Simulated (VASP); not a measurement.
A run of VASP 6.6.1 is set up as follows.

Contents of INCAR:

```
  ALGO = Normal
  EDIFF = 1E-6
  ENCUT = 520
  ISIF = 2
  ISMEAR = 0
  KPAR = 4
  LASPH = T
  LCHARG = F
  LMIXTAU = T
  LREAL = F
  LWAVE = F
  METAGGA = R2SCAN
  NELM = 150
  PREC = Accurate
  SIGMA = 0.1
```

The input KPOINTS:

```
k-points
0
Gamma
  10 10 10
```

POSCAR

```
Sb2TeO2                                 
1.0
   -1.9481664073      1.9481664073      6.2754195236
    1.9481664073     -1.9481664073      6.2754195236
    1.9481664073      1.9481664073     -6.2754195236
  Sb              Te              O             
     2     1     2
Direct
     0.6539105251499322    0.6539105251499322    0.0000000000000000
     0.3460894748500678    0.3460894748500678    0.0000000000000000
     0.0000000000000000    0.0000000000000000    0.0000000000000000
     0.2500000000000000    0.7500000000000000    0.5000000000000000
     0.7500000000000000    0.2500000000000000    0.5000000000000000
```

Potentials or basis: VASP PAW PBE potentials, release 64 (Sb, Te, O).

Command:

```bash
$ cat potpaw_PBE.64/Sb/POTCAR potpaw_PBE.64/Te/POTCAR potpaw_PBE.64/O/POTCAR > POTCAR
$ mpirun -np 4 vasp_std > vasp.out
```

(1) Predict the pressure.

(2) Estimate the band gap on the k mesh.

## Answers

(1) -2.7 GPa.

(2) none (metal or under the smearing width).

Caveat: the PAW data sets were made with another functional, which shifts forces and pressure a little.
